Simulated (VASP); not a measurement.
```
ZrC
1.0
    0.00000     2.33185     2.31004
    2.34309     0.00000     2.31004
    2.34309     2.33185     0.00000
Zr C
1 1
Direct
  0.00000   0.00000   0.00000
  0.47882   0.52118   0.52118
```
Cell charge -0.02.

The numbers are results of PBE GGA, VASP's PBE PAW potentials (set 64) (plane waves; VASP), not measurements. Run with NELECT = 16.02, 520 eV cut-off, 12×12×12 Γ-centred mesh, Gaussian smearing of 0.050 eV, potentials Zr_sv C.

The cell is charged, with a uniform compensating background.

### Question
Which forces act on the atoms, in eV/Å?

### Answer

```csv
atom,Fx,Fy,Fz
Zr1,0.689,0.000,0.000
C2,-0.689,0.000,0.000
```

### Question
Give the stress tensor in GPa (positive for a compressed cell).

### Answer

```
 9.54   0.00   0.00
 0.00   9.14   0.00
 0.00   0.00  12.96
```
The pressure is its mean diagonal, 10.55 GPa.

The compound is ZrC in the rock salt structure. The cell was not relaxed at this level, atoms are displaced from their ideal sites. The run is one of a series of settings (ISMEAR = 0, NELECT = 16.02, SIGMA = 0.05 against the base run), some of them coarse on purpose.
